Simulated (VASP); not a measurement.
These are LDA (Ceperley-Alder, Perdew-Zunger), VASP's LDA PAW potentials (set 64) (plane waves; VASP) values and carry that method's errors.

VASP input:

**INCAR**
```
ALGO  =  Normal
EDIFF  =  1E-7
ENCUT  =  520
ISIF  =  2
ISMEAR  =  0
LASPH  =  .True.
LCHARG  =  .False.
LMAXMIX  =  4
LREAL  =  .False.
LWAVE  =  .False.
NELM  =  100
PREC  =  Accurate
SIGMA  =  0.05
SYSTEM  =  CsSnI3
```

File KPOINTS:
```
kpoints
0
G
4 4 4
0 0 0
```

File POSCAR:
```
CsSnI3
11.9289760
  0.5000000061   0.0000000000   0.0000000000
  0.0000000000   0.5000000061   0.0000000000
  0.0000000000   0.0000000000   0.5000000061
Cs Sn I
1 1 3
direct
  0.0000000000   0.0000000000   0.0000000000
  0.5000000000   0.5000000000   0.5000000000
  0.5000000000   0.0000000000   0.5000000000
  0.0000000000   0.5000000000   0.5000000000
  0.5000000000   0.5000000000   0.0000000000
```

POTCAR, in this order: Cs_sv Sn_d I (LDA.64 set). Program: vasp_std.

Unless said otherwise, spin-orbit coupling is left out, though it shifts the bands of the heavy elements here.

Estimate the energy per atom (σ→0), pressure, band gap (on the k-mesh).

```yaml
energy per atom (σ→0): -3.196 eV/atom
band gap (on the k-mesh): none (metal, semimetal or under 0.01 eV)
pressure: 1.01 GPa
```

**OSZICAR**
```
...
DAV:   7    -0.159816545959E+02    0.23065E-01   -0.22981E-01   710   0.217E+00    0.669E-01
DAV:   8    -0.159781791528E+02    0.34754E-02   -0.38923E-02   640   0.134E+00    0.265E-01
DAV:   9    -0.159781838552E+02   -0.47024E-05   -0.15530E-03   684   0.241E-01    0.126E-01
DAV:  10    -0.159781649938E+02    0.18861E-04   -0.58845E-04   678   0.167E-01    0.516E-02
DAV:  11    -0.159781473521E+02    0.17642E-04   -0.13652E-04   666   0.816E-02    0.661E-03
DAV:  12    -0.159781475841E+02   -0.23195E-06   -0.14925E-05   658   0.263E-02    0.102E-02
DAV:  13    -0.159781475182E+02    0.65832E-07   -0.45493E-07   650   0.432E-03
   1 F= -.15978148E+02 E0= -.15977545E+02  d E =-.120517E-02
```

The compound is CsSnI3 in the cubic perovskite structure, the ideal cubic form; the compound distorts at low or room temperature. This cell is one point of a volume scan, at 0.97 of the reference volume.
